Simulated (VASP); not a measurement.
Data:

```xyz
2
Lattice="1.1450 -1.9832 0.0000 1.1450 1.9832 0.0000 0.0000 0.0000 3.5800" Properties=species:S:1:pos:R:3 pbc="T T T"
Be     1.1450     0.6611     0.8950
Be     1.1450    -0.6611     2.6850
```

Method: optB88-vdW, VASP's PBE PAW potentials (set 64) (plane waves; VASP). Numerical set-up: 520 eV cut-off, 16×16×9 Γ-centred mesh, first-order Methfessel-Paxton smearing of 0.10 eV, potentials Be.

Energy and stress use the plane-wave basis of the starting cell.

**Question.** The ions, cell shape and volume are relaxed. Predict the relaxed structure.

**Answer.** 
```xyz
2
Lattice="1.1365 -1.9685 0.0000 1.1365 1.9685 0.0000 0.0000 0.0000 3.5527" Properties=species:S:1:pos:R:3 pbc="T T T"
Be     1.1365     0.6562     0.8882
Be     1.1365    -0.6562     2.6645
```
Space group P6_3/mmc (194), at a tolerance of 0.03 Å.

**Question.** How do energy and volume change from the first to the last step?

**Answer.** The energy (σ→0) changes by -1.5 meV/atom and the volume by -2.2 %, in 5 ionic steps.

```
step  E(σ→0) (eV)  max force (eV/Å)  pressure (GPa)  volume (Å³)
----  -----------  ----------------  --------------  -----------
1         -6.2943             0.000           -2.58        16.26
2         -6.2972             0.000           -0.37        15.95
3         -6.2972             0.000           -0.02        15.91
4         -6.2972             0.000            0.03        15.90
5         -6.2973             0.000            0.04        15.90
```

The compound is Be in the hcp structure. This run relaxes it. Symmetry was kept, so distortions that lower it aren't found.
